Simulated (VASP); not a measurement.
Given:

```yaml
crystal:
  lattice:
    - [3.44723, 0.00000, 0.00000]
    - [0.00000, 3.44723, 0.00000]
    - [0.00000, 0.00000, 3.44723]
  atoms:
    - { symbol: Al, position: [0.00000, 0.00000, 0.00000] }
    - { symbol: Ni, position: [0.00000, 0.50000, 0.50000], spin: 0.2 }
    - { symbol: Ni, position: [0.50000, 0.00000, 0.50000], spin: 0.2 }
    - { symbol: Ni, position: [0.50000, 0.50000, 0.00000], spin: 0.2 }
```

Computed with LDA (Ceperley-Alder, Perdew-Zunger), VASP's LDA PAW potentials (set 64) (plane waves; VASP 6.6.1). Run with 520 eV cut-off, 9×9×9 Γ-centred mesh, first-order Methfessel-Paxton smearing of 0.10 eV, potentials Al Ni.

Task: Give the stress tensor in GPa (positive for a compressed cell).

Result: 
```
6.85  0.00  0.00
0.00  6.85  0.00
0.00  0.00  6.85
```
The pressure is its mean diagonal, 6.85 GPa.

The compound is Ni3Al in the L1_2 structure. This cell is one point of a volume scan, at 0.97 of the reference volume.
